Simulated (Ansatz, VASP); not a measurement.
## HfSi: VASP beside Ansatz

One calculation is typed for both programs; each brings its own data sets. How far apart do they land? The cell is generated by rule, not measured, and may not be a known phase. The cell is taken from a series of runs on this material, whose earlier steps may have relaxed, scaled, displaced or heated it; both programs get it as it stands.

Main program and level: Ansatz 0.2.0; plane waves, with VASP 6.6.1 beside it; relaxation of cell and atoms at PBEsol.

The structure was built from a prototype and need not be the compound's stable phase.

## (1) Starting point

It takes space group P6_3/mmc (No. 194, hexagonal). The conventional cell has a = 4.546 Å, b = 4.546 Å, c = 5.195 Å, α = 90.00°, β = 90.00°, γ = 120.00°. Hf has 5 Si at 2.60 to 2.62 Å nearest. Si has 5 Hf at 2.60 to 2.62 Å nearest. Farther neighbours are not listed.

## (2) Ansatz: relaxation of cell and atoms, PBEsol

Ansatz runs on norm-conserving files, of PseudoDojo where its log says so.

The relaxed volume is the usual yardstick between codes: in a stiff, nearly cubic crystal its relative difference is about their pressure difference at one cell divided by the bulk modulus.

input.yaml

```yaml
crystal:
  lattice:
    - [4.5456645189, 3.0958e-06, 0.0]
    - [-2.2728349405, 3.9366594025, 0.0]
    - [0.0, 0.0, 5.1946872813]
  atoms:
    - { symbol: Hf, position: [0.3333333333, 0.6666666667, 0.25] }
    - { symbol: Hf, position: [0.6666666667, 0.3333333333, 0.75] }
    - { symbol: Si, position: [0.6666666667, 0.3333333333, 0.25] }
    - { symbol: Si, position: [0.3333333333, 0.6666666667, 0.75] }
kpoints:
  mp_grid: { grid: [12, 12, 6] }
hamiltonian:
  xc: pbesol
  pseudopotentials: { kind: nc }
scf:
  occupations: { method: methfessel_paxton, width: 0.15 }
output:
  forces: true
  stress: true
  eigenvalues: true
  write_density: true
  write_potential: true
  elf: true
  volumetric_format: npy
relax:
  adjacent_minimum: "off"
  f_tol: 0.001
  max_steps: 60
  cell: { stress_tol: 0.01 }
```

Launch:

```bash
> ansatz run input.yaml --threads 4 --pin off --max-ram 7168MiB --backend cpu --events-out ev --progress --plain --runs-dir out
```

Numbers of over 12 decimals in the logs are rounded to 6 here.

Output:

```text
Engine: ansatz 0.2.0, aarch64-unknown-linux-gnu
Pseudopotentials: kind: nc
Pseudopotential: Hf, nc, valence charge 12, recommended cutoff 789.130201 eV (normal), Hf.nc.azcp (PseudoDojo's, or run here from an input of PseudoDojo's: the run reads no file of this project's for it)
Pseudopotential: Si, nc, valence charge 4, recommended cutoff 489.804952 eV (normal), Si.nc.azcp (PseudoDojo's, or run here from an input of PseudoDojo's: the run reads no file of this project's for it)
Functional definition: PBEsol
  exchange = pbesol_x
  correlation = pbesol_c
Crystal: 4 atoms, lattice volume = 92.958 Å³
Basis set: ecut = 789.130201 eV, 4667 PW (Γ), exchange–correlation on 90×90×96 points (8 copies of the dense FFT grid, shifted against one another)
Bands: 20, of which v1, the nominal top of the filled ones, is band 16 counted from 1 (15 counted from 0)
Symmetry: 24 space group operations
Space group: P63/mmc (ITA 194), of the structure as read, at distance tolerance 4.5e-5 Å
k-points: 76 of 864
Non-local potential: Hf, projectors of the file, l = 0: 2, l = 1: 2, l = 2: 2, l = 3: 2
Non-local potential: Si, projectors of the file, l = 0: 2, l = 1: 2, l = 2: 2
Initial density: superposition of atomic densities (chi_scale 0.1, normalization cell, long waves kept (reshape's long-wave potential 0.00 eV rms))
Initial wavefunctions: pseudopotential atomic-orbital guess
Functional: x = pbesol(κ = 0.804, μ = 0.123457), c = pbesol(β = 0.046)
SCF iter   1: F=—  HF=-3300.015229 eV  |F-HF|=—  |Δ(HF+E_count)|=         —  Δρ=3.87e-2  dr2=2.32e0  ethr=3.10e-3  ⟨swp⟩=6.5  Hψ=8195  notcnv=0
preconditioner: auto → Resta (q_TF=auto, 2.284 Å⁻¹)  ε∞=9.0  [insulator: Δε(μ)=0.103 eV  Ē_g=5.451 eV  σ=0.150 eV  W_gap=0.51  n_scr=20 (ndim 8)  ℏωp=15.4 eV  f_vac=0.000  D(μ)=0.53/eV (n_scr^D=0)  ε∞_Penn≈9.0]
SCF iter   2: F=—  HF=-3299.490131 eV  |F-HF|=—  |Δ(HF+E_count)|=   5.25e-1  S|Δr|=    0.00e0  Δρ=2.18e-2  dr2=7.30e-1  ethr=3.10e-3  ⟨swp⟩=3.4  Hψ=3140  notcnv=0
preconditioner: auto → Kerker (q_TF=auto, 2.284 Å⁻¹)  [metal: Δε(μ)=0.096 eV  Ē_g=5.241 eV  σ=0.150 eV  W_gap=0.50  n_scr=20 (ndim 8)  ℏωp=15.4 eV  f_vac=0.000  D(μ)=0.52/eV (n_scr^D=0)]
SCF iter   3: F=—  HF=-3299.277401 eV  |F-HF|=—  |Δ(HF+E_count)|=   2.13e-1  S|Δr|=    0.00e0  Δρ=4.10e-3  dr2=3.64e-2  ethr=2.28e-3  ⟨swp⟩=3.1  Hψ=2658  notcnv=0
SCF iter   4: F=—  HF=-3299.270220 eV  |F-HF|=—  |Δ(HF+E_count)|=   7.18e-3  S|Δr|=    0.00e0  Δρ=1.20e-3  dr2=2.77e-3  ethr=1.14e-4  ⟨swp⟩=2.7  Hψ=2915  notcnv=0
SCF iter   5: F=—  HF=-3299.270432 eV  |F-HF|=—  |Δ(HF+E_count)|=   2.12e-4  S|Δr|=    0.00e0  Δρ=3.79e-4  dr2=1.44e-4  ethr=8.65e-6  ⟨swp⟩=2.1  Hψ=2276  notcnv=0
SCF iter   6: F=—  HF=-3299.270490 eV  |F-HF|=—  |Δ(HF+E_count)|=   5.80e-5  S|Δr|=    0.00e0  Δρ=6.56e-5  dr2=3.81e-6  ethr=4.51e-7  ⟨swp⟩=2.7  Hψ=2654  notcnv=0
SCF iter   7: F=—  HF=-3299.270491 eV  |F-HF|=—  |Δ(HF+E_count)|=   6.45e-7  S|Δr|=    0.00e0  Δρ=1.23e-5  dr2=1.14e-7  ethr=1.19e-8  ⟨swp⟩=2.9  Hψ=3143  notcnv=0
SCF iter   8: F=-3299.270491 eV  HF=-3299.270491 eV  |F-HF|=2.16e-9  |Δ(HF+E_count)|=   1.53e-7  S|Δr|=    0.00e0  Δρ=2.13e-6  dr2=4.79e-9  ethr=3.13e-10  ⟨swp⟩=15.3  Hψ=14627  notcnv=0
SCF 1 converged in 8 iterations: F = -3299.270491 eV  dr2 = 4.79e-9
relax step   1: F+E_penalty+E_count = -3299.27049094 eV  Δ(F+E_penalty+E_count) = +0.000e0 eV  max|allowed force component| = 7.459e-17 eV/Å  Δτ_max = 0.0000 Å  P = -0.005 GPa  Ω = 92.958 Å³  (8 SCF iters, dr2 threshold 1.00e-7 eV, accepted)
Initial density: handed on by an earlier stage of this run
Initial wavefunctions: pseudopotential atomic-orbital guess (no wavefunctions were taken with the density)
iter 1 solved again at ethr=1.41e-7 eV; its pass at ethr=3.10e-3 eV (dr2=4.50e-5 eV) is discarded
SCF iter   1: F=—  HF=-3299.270501 eV  |F-HF|=—  |Δ(HF+E_count)|=         —  Δρ=2.32e-6  dr2=5.74e-9  ethr=1.41e-7  ⟨swp⟩=4.9  Hψ=14782  notcnv=0
eigensolver tolerance schedule: the retry pair's looser diagonalisation over-reported the residual by 7834.54 of it (diagonalisation noise at 0.55 of the residual, at the tolerance the schedule requests for it); recorded, not acted on — ethr = c·dr2/N_el stays at c = 1.0e-1
preconditioner: auto → Kerker (q_TF=auto, 2.284 Å⁻¹)  [metal: Δε(μ)=0.022 eV  Ē_g=5.062 eV  σ=0.150 eV  W_gap=0.12  n_scr=20 (ndim 8)  ℏωp=15.4 eV  f_vac=0.000  D(μ)=0.65/eV (n_scr^D=0)]
SCF iter   2: F=—  HF=-3299.270491 eV  |F-HF|=—  |Δ(HF+E_count)|=   9.94e-6  S|Δr|=    0.00e0  Δρ=1.31e-6  dr2=1.82e-9  ethr=1.79e-11  ⟨swp⟩=4.3  Hψ=4473  notcnv=0
SCF iter   3: F=—  HF=-3299.270491 eV  |F-HF|=—  |Δ(HF+E_count)|=   1.49e-9  S|Δr|=    0.00e0  Δρ=5.20e-7  dr2=2.98e-10  ethr=5.70e-12  ⟨swp⟩=2.1  Hψ=1851  notcnv=0
SCF iter   4: F=—  HF=-3299.270491 eV  |F-HF|=—  |Δ(HF+E_count)|=  3.17e-10  S|Δr|=    0.00e0  Δρ=9.63e-8  dr2=5.83e-12  ethr=1.00e-12  ⟨swp⟩=2.1  Hψ=1989  notcnv=0
SCF iter   5: F=-3299.270491 eV  HF=-3299.270491 eV  |F-HF|=9.09e-13  |Δ(HF+E_count)|=  2.73e-12  S|Δr|=    0.00e0  Δρ=1.79e-8  dr2=1.97e-13  ethr=1.00e-12  ⟨swp⟩=8.8  Hψ=9760  notcnv=0
SCF 2 converged in 5 iterations: F = -3299.270491 eV  dr2 = 1.97e-13
relax step   2: F+E_penalty+E_count = -3299.27049094 eV  Δ(F+E_penalty+E_count) = -1.075e-9 eV  max|allowed force component| = 1.041e-16 eV/Å  Δτ_max = 0.0000 Å  P = -0.006 GPa  Ω = 92.958 Å³  stress off target by 6.50e-3 GPa  SCF on the basis re-selected at this cell (its energy is not comparable with the rows above)  (5 SCF iters)
basis re-selected at this cell: Δ(F+E_penalty+E_count) = -1.075e-9 eV, ΔP = -0.000 GPa vs the last step (what re-selecting the basis moved, of the pressure what is left beyond the Pulay correction that the steps carried, after the strain that the cell walked since its last selection, with what the two solves' SCF thresholds leave and, on support functions, any second-order correction that the steps lacked; it is no m [...]
SCF converged after 5 iterations
Stability not checked: this state was not tested for a lower state beside it, because cold or Methfessel-Paxton smearing, or corrected tetrahedra, fill the levels in a way that the test cannot read (fill_not_monotonic; see scf.lower_state_search)
Free energy (F): -3299.270491 eV
Harris-Foulkes:  -3299.270491 eV  (|F-HF|=9.09e-13)
Internal energy: -3299.270724 eV  (E = F + TS)
E sigma→0 (E₀):  -3299.270549 eV
Entropy (-TS):   0.000233 eV (0.058 meV/atom)
Fermi energy:    8.670714 eV
--- Per-component energies (eV) ---
  E_band       = -384.315563
  E_kinetic    = 870.264172
  E_local      = -2080.074768  (includes V_loc(G=0)·N_el)
  E_nonlocal   = 177.578219
  E_hartree    = 615.535774
  E_xc         = -853.413134
  E_vxc        = -583.154733  (∫ρ·V_xc dr)
  E_ewald      = -2029.160988
  E_smearing   = 0.000233  (= −TS)
  E_closure    = -0.000000  (closes the sum)
  Σ components = -3299.270491   (vs F -3299.270491, Δ=0.00e0)
--- Forces (eV/Å), atoms counted from 1 ---
  atom   1  Hf     0.00000000    -0.00000000     0.00000000
  atom   2  Hf    -0.00000000     0.00000000     0.00000000
  atom   3  Si    -0.00000000    -0.00000000     0.00000000
  atom   4  Si    -0.00000000     0.00000000     0.00000000
  max |Σ_I F_I| component: 2.78e-17 eV/Å
--- Stress (GPa, compression-positive) ---
       -0.006501       0.000000       0.000000
       -0.000000      -0.006501       0.000000
        0.000000       0.000000      -0.003571
  P = ⅓ Tr σ = -0.0055 GPa (-0.055 kbar)
--- Band table (eV; the first three rows and the last of 76) ---
  k-point 0: bands = [... 12 lower, 6.9594, 7.2652, 7.2652, 9.0388, 9.0388, 9.9651, 11.5219, 11.6908]
  k-point 1: bands = [... 12 lower, 6.8815, 7.0669, 7.0669, 9.1758, 9.4787, 9.4787, 11.6083, 12.0619]
  k-point 2: bands = [... 12 lower, 6.7377, 6.7930, 6.7930, 7.7194, 10.4385, 10.4385, 11.9405, 12.2716]
  k-point 75: bands = [... 12 lower, 6.6970, 6.6970, 7.8096, 7.8096, 9.5200, 9.5200, 11.9014, 11.9014]
--- Relaxed structure (1 steps of the walk, 1 accepted, 1 SCFs on fresh bases) ---
  F+E_penalty+E_count = -3299.27049094 eV   max|allowed force component| = 1.041e-16 eV/Å   (the final SCF, on the basis selected at the relaxed cell)
  cell:  # Å, volume = 92.9576 Å³
    - [4.545665, 3.0958049394180983e-6, 0.0]
    - [-2.272835, 3.936659, 0.0]
    - [0.0, 0.0, 5.1946872813]
  atoms:
    - { symbol: Hf, position: [0.333333, 0.666667, 0.25] }
    - { symbol: Hf, position: [0.666667, 0.333333, 0.75] }
    - { symbol: Si, position: [0.666667, 0.333333, 0.25] }
    - { symbol: Si, position: [0.333333, 0.666667, 0.75] }
```

## (3) VASP: relaxation of cell and atoms, PBEsol

The same cell, functional, mesh and smearing now go to VASP, with its own data sets.

Lines of VASP's logs that name or quote its potential files are left out, and so is its time.

INCAR

```
SYSTEM = HfSi
PREC = Accurate
ENCUT = 500
EDIFF = 1E-07
NELM = 120
ISMEAR = 1
SIGMA = 0.15
LREAL = .FALSE.
ALGO = Normal
GGA = PS
NBANDS = 20
LASPH = .TRUE.
LORBIT = 11
LWAVE = .FALSE.
LCHARG = .FALSE.
ISIF = 3
IBRION = 2
NSW = 80
EDIFFG = -0.005
GGA_COMPAT = .FALSE.
NELMIN = 4
```

POSCAR

```
HfSi
1.0
    4.5456650000      0.0000030000      0.0000000000
   -2.2728350000      3.9366590000      0.0000000000
    0.0000000000      0.0000000000      5.1946870000
Hf Si
2 2
Direct
    0.3333333447      0.6666668360      0.2500000481
    0.6666665623      0.3333334180      0.7499999519
    0.6666665623      0.3333334180      0.2500000481
    0.3333333447      0.6666668360      0.7499999519
```

KPOINTS

```
Automatic mesh
0
Gamma
12 12 6
0 0 0
```

PAW data sets: Hf_pv and Si (PBE family, release 64).

Launch:

```bash
> mpirun -np 1 vasp_std
```

Output:

```text
[banner, memory and clock lines left out]
running    1 mpi-ranks, on    1 nodes
 distrk:  each k-point on    1 cores,    1 groups
 distr:  one band on    1 cores,    1 groups

 POSCAR found type information on POSCAR HfSi
 POSCAR found :  2 types and       4 ions
|                                                                             |
|               ----> ADVICE to this user running VASP <----                  |
|                                                                             |
|     You enforced a specific xc type in the INCAR file but a different       |
|     [... a line on the potential file left out ...]
|     I HOPE YOU KNOW WHAT YOU ARE DOING!                                     |
|                                                                             |

 LDA part: xc-table for (Slater+PW92), standard interpolation
 POSCAR, INCAR and KPOINTS ok, starting setup
 FFT: planning ... GRIDC
 FFT: planning ... GRID_SOFT
 FFT: planning ... GRID
 WAVECAR not read
 entering main loop
       N       E                     dE             d eps       ncg     rms          rms(c)
DAV:   1     0.848952584482E+02    0.84895E+02   -0.14170E+04  3080   0.121E+03
DAV:   2    -0.300072940901E+02   -0.11490E+03   -0.11068E+03  3740   0.264E+02
DAV:   3    -0.353552169815E+02   -0.53479E+01   -0.52880E+01  4108   0.396E+01
DAV:   4    -0.354372735593E+02   -0.82057E-01   -0.81768E-01  4104   0.571E+00
DAV:   5    -0.354384321558E+02   -0.11586E-02   -0.11581E-02  4004   0.661E-01    0.637E+01
DAV:   6    -0.332346694235E+02    0.22038E+01   -0.58480E+00  3536   0.994E+00    0.396E+01
DAV:   7    -0.331069871291E+02    0.12768E+00   -0.27508E+00  3940   0.737E+00    0.476E+00
DAV:   8    -0.330104228381E+02    0.96564E-01   -0.71376E-01  3340   0.353E+00    0.558E-01
DAV:   9    -0.330101258398E+02    0.29700E-03   -0.20573E-02  3760   0.821E-01    0.296E-01
DAV:  10    -0.330101730182E+02   -0.47178E-04   -0.86903E-04  3952   0.144E-01    0.233E-01
DAV:  11    -0.330101502136E+02    0.22805E-04   -0.25092E-04  3780   0.673E-02    0.399E-02
DAV:  12    -0.330101496597E+02    0.55392E-06   -0.83958E-06  3760   0.168E-02    0.888E-03
DAV:  13    -0.330101501957E+02   -0.53605E-06   -0.70196E-07  3840   0.486E-03    0.329E-03
DAV:  14    -0.330101502331E+02   -0.37329E-07   -0.40456E-08  2256   0.102E-03
   1 F= -.33010150E+02 E0= -.33010224E+02  d E =-.330102E+02
 curvature:   0.00 expect dE= 0.000E+00 dE for cont linesearch  0.000E+00
 trial: gam= 0.00000 g(F)=  0.247E-41 g(S)=  0.425E-04 ort = 0.000E+00 (trialstep = 0.100E+01)
 search vector abs. value=  0.425E-04
 bond charge predicted
       N       E                     dE             d eps       ncg     rms          rms(c)
DAV:   1    -0.330102817383E+02   -0.13154E-03   -0.44986E-03  3104   0.422E-01    0.117E-01
DAV:   2    -0.330101878485E+02    0.93890E-04   -0.14548E-04  3760   0.699E-02    0.468E-02
DAV:   3    -0.330101546318E+02    0.33217E-04   -0.70160E-05  3912   0.400E-02    0.878E-03
DAV:   4    -0.330101540759E+02    0.55593E-06   -0.42902E-06  3868   0.106E-02    0.110E-02
DAV:   5    -0.330101541753E+02   -0.99388E-07   -0.25318E-07  3048   0.240E-03
   2 F= -.33010154E+02 E0= -.33010226E+02  d E =-.394221E-05
 trial-energy change:   -0.000004  1 .order   -0.000008   -0.000043    0.000027
 step:   0.5293(harm=  0.6124)  dis= 0.00000  next Energy=   -33.010161 (dE=-0.107E-04)
 bond charge predicted
       N       E                     dE             d eps       ncg     rms          rms(c)
DAV:   1    -0.330101902638E+02   -0.36188E-04   -0.10211E-03  3076   0.201E-01    0.551E-02
DAV:   2    -0.330101697339E+02    0.20530E-04   -0.32705E-05  3712   0.333E-02    0.221E-02
DAV:   3    -0.330101623650E+02    0.73689E-05   -0.15525E-05  3888   0.189E-02    0.401E-03
DAV:   4    -0.330101621755E+02    0.18955E-06   -0.95406E-07  3872   0.502E-03    0.518E-03
DAV:   5    -0.330101621009E+02    0.74578E-07   -0.46529E-08  1840   0.111E-03
   3 F= -.33010162E+02 E0= -.33010236E+02  d E =-.118678E-04
 curvature:  -0.29 expect dE=-0.226E-06 dE for cont linesearch -0.313E-07
 trial: gam= 0.06839 g(F)=  0.339E-41 g(S)=  0.773E-06 ort =-0.213E-05 (trialstep = 0.906E+00)
 search vector abs. value=  0.680E-06
 reached required accuracy - stopping structural energy minimisation
```

[end of part 1 of 2]

[Lines on the potential files, build, host, timing and source positions are cut from VASP's logs without a mark.]

[Logs are printed without paths, hosts, clocks, repeated set-up lines and the standing remarks that a program may print on its own settings, such as how far it seeks lower states.]

[Hosts, paths, dates, database ids (printed as entryN), source tags and the programs' standing remarks are cut or masked in the printed files.]
